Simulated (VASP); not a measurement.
Crystal: YAl7N8.

```
CELL_PARAMETERS angstrom
6.46000 0.00000 0.00000
-3.23000 5.59452 0.00000
0.00000 0.00000 5.08000
ATOMIC_POSITIONS crystal
Al 0.33333 0.16667 0.50000
Al 0.16667 0.83333 0.00000
Al 0.33333 0.66667 0.50000
Al 0.66667 0.33333 0.00000
Al 0.83333 0.16667 0.50000
Al 0.66667 0.83333 0.00000
Al 0.83333 0.66667 0.50000
Y 0.16667 0.33333 0.00000
N 0.16667 0.33333 0.38200
N 0.33333 0.16667 0.88200
N 0.16667 0.83333 0.38200
N 0.33333 0.66667 0.88200
N 0.66667 0.33333 0.38200
N 0.83333 0.16667 0.88200
N 0.66667 0.83333 0.38200
N 0.83333 0.66667 0.88200
```

The cell was built by a generator and needn't be a form met in nature.

- Program: VASP 6.6.1
- Task: relaxation of cell and atoms
- Functional: PBE
- Potentials or basis: VASP PAW PBE potentials, release 64 (Al, Y_sv, N)
- Cutoff: 600 eV
- k mesh: 4 × 4 × 5
- Occupations: gaussian, width 0.05 eV
- Spin: no spin polarisation

At the start: pressure 5.1 GPa; volume 11.47 Å³/atom.

Q: Where does the relaxation end?

A: Over 19 steps the energy falls by 177.1 meV/atom; space group P3m1 (No. 156, to 0.05 Å).

Step by step:
```
step  energy change (eV)  largest force (eV/Å)  pressure (GPa)  volume (Å³)
   1              0.0000                7.1342            5.08       183.59
   2             -2.0436                2.4015           -8.36       193.42
   3             -2.5897                1.0362           -5.44       189.84
   4             -2.7800                0.3244            3.38       180.33
   5             -2.8034                0.4250            1.01       182.61
   6             -2.8261                0.1976            0.01       183.53
   7             -2.8262                0.1812           -0.06       183.59
   8             -2.8308                0.0893           -0.12       183.64
   9             -2.8317                0.0977           -0.16       183.67
  10             -2.8333                0.0510            0.13       183.38
  11             -2.8333                0.0519            0.13       183.39
  12             -2.8337                0.0259           -0.05       183.56
  13             -2.8337                0.0255           -0.05       183.55
  14             -2.8338                0.0098            0.02       183.50
  15             -2.8338                0.0105            0.02       183.49
  16             -2.8338                0.0123            0.03       183.48
  17             -2.8338                0.0114            0.03       183.49
  18             -2.8338                0.0112            0.03       183.49
  19             -2.8338                0.0043           -0.01       183.53
```

Final structure:
```
CELL_PARAMETERS angstrom
6.44132 0.00000 0.00000
-3.22066 5.57835 0.00000
0.00000 0.00000 5.10776
ATOMIC_POSITIONS crystal
Al 0.33869 0.16131 0.50464
Al 0.17019 0.83509 0.99661
Al 0.33869 0.67738 0.50464
Al 0.66491 0.32981 0.99661
Al 0.82262 0.16131 0.50464
Al 0.66491 0.83509 0.99661
Al 0.83333 0.66667 0.49522
Y 0.16667 0.33333 0.99514
N 0.16667 0.33333 0.44324
N 0.35111 0.14889 0.87126
N 0.16479 0.83239 0.37547
N 0.35111 0.70222 0.87126
N 0.66761 0.33521 0.37547
N 0.79778 0.14889 0.87126
N 0.66761 0.83239 0.37547
N 0.83333 0.66667 0.87844
```
